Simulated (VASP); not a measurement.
Data:

```cif
data_CoGa
_chemical_formula_sum 'Ga1 Co1'
_space_group_name_H-M_alt 'Pm-3m'
_space_group_IT_number 221
_space_group_name_Hall '-P 4 2 3'
_cell_length_a 2.83731
_cell_length_b 2.83731
_cell_length_c 2.83731
_cell_angle_alpha 90.000
_cell_angle_beta 90.000
_cell_angle_gamma 90.000
loop_
_atom_site_label
_atom_site_type_symbol
_atom_site_symmetry_multiplicity
_atom_site_Wyckoff_symbol
_atom_site_fract_x
_atom_site_fract_y
_atom_site_fract_z
_atom_site_occupancy
Ga1 Ga 1 b 0.50000 0.50000 0.50000 1
Co1 Co 1 a 0.00000 0.00000 0.00000 1
```

Calculation: PBEsol GGA, VASP's PBE PAW potentials (set 64) (plane waves; VASP). Numerical set-up: 480 eV cut-off, 12×12×12 Γ-centred mesh, first-order Methfessel-Paxton smearing of 0.10 eV, potentials Ga_d Co.

Each relaxation starts from this cell; other phases were not tried.

Q: The cell is relaxed at 10 GPa. What happens?

A: The volume per atom goes from 11.42 to 10.95 Å³ (-4.1 %), and the cell becomes a = b = c = 2.7981 Å, α = β = γ = 90.00°, space group Pm-3m.

Q: The cell is relaxed at 15 GPa. What happens?

A: The volume per atom goes from 11.42 to 10.75 Å³ (-5.9 %), and the cell becomes a = b = c = 2.780 Å, α = β = γ = 90.00°, space group Pm-3m.

Failed runs are left out, and for metals the shear rows, which the mesh's noise covers.

The compound is CoGa in the CsCl type structure. The run is not spin-polarised, so no magnetic state was tried.
